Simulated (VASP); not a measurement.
```
BaTiO3
1.0
    3.96612     0.00000     0.00000
    0.00000     3.96612     0.00000
    0.00000     0.00000     4.07732
Ba Ti O
1 1 3
Direct
  0.00000   0.00000   0.00389
  0.50000   0.50000   0.52057
  0.50000   0.50000   0.97100
  0.00000   0.50000   0.48427
  0.50000   0.00000   0.48427
```

The numbers are results of PBEsol GGA with spin-orbit coupling, VASP's PBE PAW potentials (set 64) (plane waves; VASP), not measurements. Numerical set-up: 520 eV cut-off, 5×5×5 Γ-centred mesh, Gaussian smearing of 0.050 eV, potentials Ba_sv Ti_sv O.

Question: Give the energies of bands 33 to 46 at the high-symmetry points, in eV from the valence-band maximum.

Answer: 
```
band      Γ      X      M      Z      R      A
----  -----  -----  -----  -----  -----  -----
33    -1.28  -1.98  -1.91  -2.07  -1.81  -2.37
34    -1.28  -1.98  -1.91  -2.07  -1.81  -2.37
35    -0.60  -1.75  -1.13  -2.01  -1.09  -0.27
36    -0.60  -1.75  -1.13  -2.01  -1.09  -0.27
37    -0.45  -1.27  -0.98  -0.76  -0.94  -0.26
38    -0.45  -1.27  -0.98  -0.76  -0.94  -0.26
39    -0.40  -1.08  -0.08  -0.72  -0.35   0.00
40    -0.40  -1.08  -0.08  -0.72  -0.35   0.00
41     1.76   2.31   3.65   1.92   3.57   4.18
42     1.76   2.31   3.65   1.92   3.57   4.18
43     2.18   3.55   3.67   3.55   3.60   4.18
44     2.18   3.55   3.67   3.55   3.60   4.18
45     2.21   3.63   4.02   3.57   3.91   4.25
46     2.21   3.63   4.02   3.57   3.91   4.25
```

The gap is indirect, 1.76 eV, from the valence maximum at A to the conduction minimum at Γ.

The compound is BaTiO3 in the tetragonal perovskite structure. It was relaxed first.
